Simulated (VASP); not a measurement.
# InSi7O16 (a cell with a defect) (Cristobalite) in VASP: settings compared

Aim: see how the results for InSi7O16 (a cell with a defect) (Cristobalite) move with the level of theory and the settings. Levels: PBE, r2SCAN. Tasks: electric field gradients.

Everything below comes from runs of VASP 6.6.1. Logs are shortened: lines on timing, memory, paths and dates and some standing lists are left out, and cuts for length are marked.

## (1) The structure

The cell holds a defect, 24 atoms: a = 8.562 Å, b = 8.562 Å, c = 7.046 Å, α = 65.70°, β = 65.70°, γ = 48.59°.

## (2) Electric field gradients, PBE

File INCAR:

```
SYSTEM = InSi7O16
PREC     = Accurate       ! precision mode
ENCUT    = 520            ! plane-wave cutoff, eV
EDIFF    = 1E-8           ! SCF threshold, eV
ISMEAR   = -1             ! smearing method
SIGMA    = 0.01           ! smearing width, eV
LREAL    = Auto         
LASPH    = .TRUE.         ! aspherical terms in the spheres
NELM     = 100            ! most SCF steps
ALGO     = Fast           ! electronic algorithm
ISIF     = 2              ! what is computed and relaxed
LWAVE    = .FALSE.        ! write WAVECAR
LCHARG   = .FALSE.        ! write CHGCAR
GGA      = PE             ! functional
LEFG     = .TRUE.       
NELECT   = 138.0        
NBANDS   = 86             ! bands
```

File KPOINTS:

```
Automatic mesh
0
G
  3 3 3
  0 0 0
```

File POSCAR:

```
InSi7O16
1.0
    0.0000000000      4.9820000000      6.9630000000
    4.9820000000      0.0000000000      6.9630000000
    4.9820000000      4.9820000000      0.0000000000
In Si O
1 7 16
Direct
    0.0000000000      0.0000000000      0.2989700000
    0.5000000000      0.5000000000      0.7989700000
    0.4239700000      0.8260300000      0.3750000000
    0.9239700000      0.3260300000      0.8750000000
    0.2500000000      0.2500000000      0.4510300000
    0.7500000000      0.7500000000      0.9510300000
    0.0760300000      0.6739700000      0.1250000000
    0.5760300000      0.1739700000      0.6250000000
    0.0208550000      0.1572750000      0.0826150000
    0.5208550000      0.6572750000      0.5826150000
    0.3857450000      0.0423850000      0.3541450000
    0.8857450000      0.5423850000      0.8541450000
    0.4072750000      0.2708550000      0.4892550000
    0.9072750000      0.7708550000      0.9892550000
    0.2923850000      0.6357450000      0.9677250000
    0.7923850000      0.1357450000      0.4677250000
    0.1142550000      0.4576150000      0.2822750000
    0.6142550000      0.9576150000      0.7822750000
    0.0927250000      0.2291450000      0.6673850000
    0.5927250000      0.7291450000      0.1673850000
    0.2076150000      0.8642550000      0.3958550000
    0.7076150000      0.3642550000      0.8958550000
    0.4791450000      0.3427250000      0.7607450000
    0.9791450000      0.8427250000      0.2607450000
```

Potentials or basis: VASP PAW PBE potentials, release 64 (In_d, Si, O).

Command:

```console
cat potpaw_PBE.64/In_d/POTCAR potpaw_PBE.64/Si/POTCAR potpaw_PBE.64/O/POTCAR > POTCAR
mpirun -np 1 vasp_std > vasp.out
```

OUTCAR:

```text
SYSTEM = InSi7O16
   PREC = Accurate
   ENCUT = 520
   EDIFF = 1E-8
   ISMEAR = -1
   LREAL = Auto
   LASPH = .TRUE.
   NELM = 100
   ISIF = 2
   GGA = PE
   NELECT = 138.0

 ion  position               nearest neighbor table
   1  0.000  0.000  0.299-  24 1.60   9 1.60  21 1.61  16 1.61   3 3.08   4 3.08   7 3.08   8 3.08

   2  0.500  0.500  0.799-  23 1.60  10 1.60  22 1.61  15 1.61   3 3.08   4 3.08   7 3.08   8 3.08

   3  0.424  0.826  0.375-  11 1.60  21 1.60  20 1.61  10 1.61   1 3.08   2 3.08   5 3.08   6 3.08
[... 13 lines left out ...]
  11  0.386  0.042  0.354-   3 1.60   5 1.61
  12  0.886  0.542  0.854-   4 1.60   6 1.61
  13  0.407  0.271  0.489-   5 1.60   8 1.61
  14  0.907  0.771  0.989-   6 1.60   7 1.61
[... 8 lines left out ...]
  23  0.479  0.343  0.761-   2 1.60   8 1.61
  24  0.979  0.843  0.261-   1 1.60   7 1.61

  LATTYP: Found a body centered tetragonal cell.
 ALAT       =     7.0456119677
 C/A-ratio  =     1.9765493847

  Lattice vectors:

 A1 = (  -4.9820000000,   0.0000000000,   6.9630000000)
 A2 = (   4.9820000000,   0.0000000000,   6.9630000000)
 A3 = (   0.0000000000,   4.9820000000,  -6.9630000000)

Analysis of symmetry for initial positions (statically):
=====================================================================
 Subroutine PRICEL returns:
 Original cell was already a primitive cell.

 Routine SETGRP: Setting up the symmetry group for a
 body centered tetragonal supercell.

 Subroutine GETGRP returns: Found  2 space group operations
 (whereof  2 operations were pure point group operations)
 out of a pool of 16 trial point group operations.

The static configuration has the point symmetry C_2 .

Analysis of symmetry for dynamics (positions and initial velocities):
=====================================================================
 Subroutine PRICEL returns:
 Original cell was already a primitive cell.

 Routine SETGRP: Setting up the symmetry group for a
 body centered tetragonal supercell.

 Subroutine GETGRP returns: Found  2 space group operations
 (whereof  2 operations were pure point group operations)
[... 1025 lines left out ...]
     81      10.1877      0.00000
 [bands above 81 left out]

------------------------ aborting loop because EDIFF is reached ----------------------------------------

  FORCE on cell =-STRESS in cart. coord.  units (eV):
  Direction    XX          YY          ZZ          XY          YZ          ZX
  --------------------------------------------------------------------------------------
  -------------------------------------------------------------------------------------
  Total       67.0755085     67.0755085     70.6143484     -0.0500033     -0.5170546      0.5170356
  in kB      310.9143158    310.9143158    327.3178583     -0.2317796     -2.3966971      2.3966092
  external PRESSURE =     316.3821633 kB  Pullay stress =       0.0000000 kB

 VOLUME and BASIS-vectors are now :
 -----------------------------------------------------------------------------
  energy-cutoff  :      520.00
  volume of cell :      345.65
      direct lattice vectors                 reciprocal lattice vectors
     0.000000000  4.982000000  6.963000000    -0.100361301  0.100361301  0.071808129
     4.982000000  0.000000000  6.963000000     0.100361301 -0.100361301  0.071808129
     4.982000000  4.982000000  0.000000000     0.100361301  0.100361301 -0.071808129

 POSITION                                       TOTAL-FORCE (eV/Angst)
 -----------------------------------------------------------------------------------
      1.48947      1.48947      0.00000        -0.046918     -0.046918     -0.000000
      6.47147      6.47147      6.96300        -0.112720     -0.112720     -0.000000
      5.98353      3.98047      8.70375         0.295015     -0.962206     -1.956143
      5.98353      8.96247      8.70375         0.079897      2.369485     -0.394399
      3.49253      3.49253      3.48150        -0.084415     -0.212286     -0.057513
      8.47453      8.47453     10.44450        -0.212286     -0.084415      0.057513
[... 16 lines left out ...]
      5.49749      6.17713      5.72268         0.860878     -0.041853     -0.570719
      5.49749      6.17713     12.68568       -14.121554     -4.084018    -16.962728
 -----------------------------------------------------------------------------------
    total drift:                               -0.001724     -0.001815      0.000039

  FREE ENERGIE OF THE ION-ELECTRON SYSTEM (eV)
  ---------------------------------------------------
  free  energy   TOTEN  =      -165.5501712750 eV

  energy  without entropy=     -165.5501712750  energy(sigma->0) =     -165.55017127

 Electric field gradients (V/A^2)
---------------------------------------------------------------------
 ion       V_xx      V_yy      V_zz      V_xy      V_xz      V_yz
---------------------------------------------------------------------
   1      13.985    13.986   -27.971    -0.851     4.203    -4.204
   2       0.789     0.790    -1.579     0.172     1.993    -1.994
   3       8.397     1.616   -10.014     2.463     5.342    -9.693
   4       8.970   -14.776     5.806    -2.386     2.069     6.901
   5       0.907     0.555    -1.462    -0.370    -1.134     0.941
   6       0.556     0.906    -1.462    -0.370    -0.942     1.133
[... 16 lines left out ...]
  23      35.738   -42.265     6.527    18.306    61.673    13.152
  24      49.151   -37.237   -11.914    13.760    40.185     7.142
---------------------------------------------------------------------

 Electric field gradients after diagonalization (V/A^2)
 (convention: |V_zz| > |V_xx| > |V_yy|)
----------------------------------------------------------------------
 ion       V_xx      V_yy      V_zz     asymmetry (V_yy - V_xx)/ V_zz
----------------------------------------------------------------------
   1      15.647    13.134   -28.781       0.087
   2       2.545     0.962    -3.507       0.451
   3       9.840     7.023   -16.863       0.167
   4      10.049     7.145   -17.195       0.169
   5       1.800     0.329    -2.130       0.691
   6       1.800     0.330    -2.130       0.690
[... 16 lines left out ...]
  23     -46.398   -41.994    88.391       0.050
  24     -39.461   -31.839    71.300       0.107
----------------------------------------------------------------------

           NMR quadrupolar parameters

 Cq : quadrupolar parameter    Cq=e*Q*V_zz/h
 eta: asymmetry parameters     (V_yy - V_xx)/ V_zz
 Q  : nuclear electric quadrupole moment in mb (millibarn)
----------------------------------------------------------------------
 ion       Cq(MHz)       eta       Q (mb)
----------------------------------------------------------------------
   1      -0.070       0.087       1.000
   2      -0.008       0.451       1.000
   3      -0.041       0.167       1.000
   4      -0.042       0.169       1.000
   5      -0.005       0.691       1.000
   6      -0.005       0.690       1.000
[... 16 lines left out ...]
  23       0.214       0.050       1.000
  24       0.172       0.107       1.000
----------------------------------------------------------------------
```

OSZICAR:

```text
N       E                     dE             d eps       ncg     rms          rms(c)
DAV:   1     0.133134196263E+04    0.13313E+04   -0.69090E+04  1720   0.157E+03
DAV:   2    -0.279261561248E+02   -0.13593E+04   -0.13018E+04  2040   0.397E+02
[... 23 lines left out ...]
RMM:  26    -0.165550171331E+03    0.42909E-06   -0.14739E-06  2946   0.361E-03    0.364E-03
RMM:  27    -0.165550171339E+03   -0.83746E-08   -0.10086E-07  1877   0.122E-03    0.211E-03
RMM:  28    -0.165550171307E+03    0.31629E-07   -0.10086E-07  2002   0.965E-04    0.576E-04
RMM:  29    -0.165550171295E+03    0.12915E-07   -0.11316E-08  1367   0.504E-04    0.290E-04
RMM:  30    -0.165550171273E+03    0.21289E-07   -0.30596E-08  1482   0.640E-04    0.404E-04
RMM:  31    -0.165550171275E+03   -0.17390E-08   -0.75207E-09  1323   0.560E-04
   1 F= -.16555017E+03 E0= -.16555017E+03  d E =-.858838E-14
```

Wall time 11 min (1 thread of AMD EPYC 9R45 (Zen 5), shared host); peak memory 0.56 GiB.

Results:

```
Free energy            : -165.5502 eV
Largest force          : 22.446 eV/Å
Band gap on the k mesh : 4.15 eV, direct
```

Forces on the atoms (eV/Å):
```
In   -0.047  -0.047   0.000
Si   -0.113  -0.113   0.000
Si    0.295  -0.962  -1.956
Si    0.080   2.369  -0.394
Si   -0.084  -0.212  -0.058
Si   -0.212  -0.084   0.058
Si    2.369   0.080   0.394
Si   -0.962   0.295   1.956
O    -4.084 -14.122  16.963
O    -0.042   0.861   0.571
O     0.077   0.046   0.872
O     0.200  -0.558   0.794
O     0.175  -0.466  -0.024
O    -0.339  -0.545   0.090
O    -0.352   0.145   0.557
O    20.375  -2.696  -7.343
O    -0.558   0.200  -0.794
O     0.046   0.077  -0.872
O    -0.545  -0.339  -0.090
O    -0.466   0.175   0.024
O    -2.696  20.375   7.343
O     0.145  -0.352  -0.557
O     0.861  -0.042  -0.571
O   -14.122  -4.084 -16.963
```

Electric field gradients, principal values (V/Å²):
```csv
atom,Vxx,Vyy,Vzz
1 In,13.134,15.647,-28.781
2 Si,0.962,2.545,-3.507
3 Si,7.023,9.840,-16.863
4 Si,7.145,10.049,-17.195
5 Si,0.329,1.800,-2.130
6 Si,0.330,1.800,-2.130
7 Si,7.145,10.050,-17.196
8 Si,7.022,9.841,-16.863
9 O,-31.836,-39.459,71.294
10 O,-41.988,-46.397,88.385
11 O,-37.843,-48.914,86.757
12 O,-35.120,-50.920,86.039
13 O,-35.086,-49.283,84.369
14 O,-35.174,-49.707,84.881
15 O,-35.201,-49.213,84.414
16 O,-31.387,-38.199,69.586
17 O,-35.117,-50.919,86.036
18 O,-37.837,-48.917,86.754
19 O,-35.172,-49.704,84.875
20 O,-35.082,-49.281,84.363
21 O,-31.392,-38.198,69.590
22 O,-35.206,-49.211,84.417
23 O,-41.994,-46.398,88.391
24 O,-31.839,-39.461,71.300
```

Caveat: the cell carries a net charge on a neutralising background, which shifts energy and pressure; the cell is charged against a uniform background, so pressure and absolute levels hang on convention; a pressure of tens of GPa on the cell as given is suspect, and the run, the potentials or the cell itself is likely at fault; spin-orbit coupling is left out, which moves the levels of the heavy elements. As with any semilocal functional, this PBE gap is likely too small.

[end of part 1 of 3]
